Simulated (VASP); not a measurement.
Os:

```xyz
2
Lattice="2.7461 0.0000 0.0000 -1.3731 2.3782 0.0000 0.0000 0.0000 4.3263" Properties=species:S:1:pos:R:3 pbc="T T T"
Os    0.0000    1.5855    1.0816
Os    1.3731    0.7927    3.2447
```

| Item | Value |
| --- | --- |
| Program | VASP 6.6.1 |
| Task | relaxation of cell and atoms |
| Functional | LDA |
| Potentials or basis | VASP PAW LDA potentials, release 64 (Os) |
| Cutoff | 600 eV |
| k mesh | 18 × 18 × 10 |
| Occupations | gaussian, width 0.1 eV |
| Spin | no spin polarisation |

At the start: pressure -11.9 GPa; volume 14.13 Å³/atom.

Problem. Where does the relaxation end?

Solution. Over 9 steps the energy falls by 15.0 meV/atom and the volume is 13.74 Å³/atom (-2.8 %); space group P6_3/mmc (No. 194, to 0.05 Å).

The path:
| step | energy change (eV) | largest force (eV/Å) | pressure (GPa) | volume (Å³) |
| --- | --- | --- | --- | --- |
| 1 | 0.0000 | 0.0000 | -11.88 | 28.25 |
| 2 | 0.6855 | 0.0000 | 78.76 | 24.18 |
| 3 | -0.0296 | 0.0000 | -0.74 | 27.52 |
| 4 | -0.0298 | 0.0000 | -0.11 | 27.48 |
| 5 | -0.0298 | 0.0000 | 0.15 | 27.47 |
| 6 | -0.0297 | 0.0000 | 0.11 | 27.46 |
| 7 | -0.0300 | 0.0000 | 0.12 | 27.47 |
| 8 | -0.0300 | 0.0000 | -0.39 | 27.50 |
| 9 | -0.0300 | 0.0000 | -0.01 | 27.47 |

Final structure:
```
CELL_PARAMETERS angstrom
2.71735 0.00000 0.00000
-1.35867 2.35329 0.00000
0.00000 0.00000 4.29617
ATOMIC_POSITIONS crystal
Os 0.33333 0.66667 0.25000
Os 0.66667 0.33333 0.75000
```
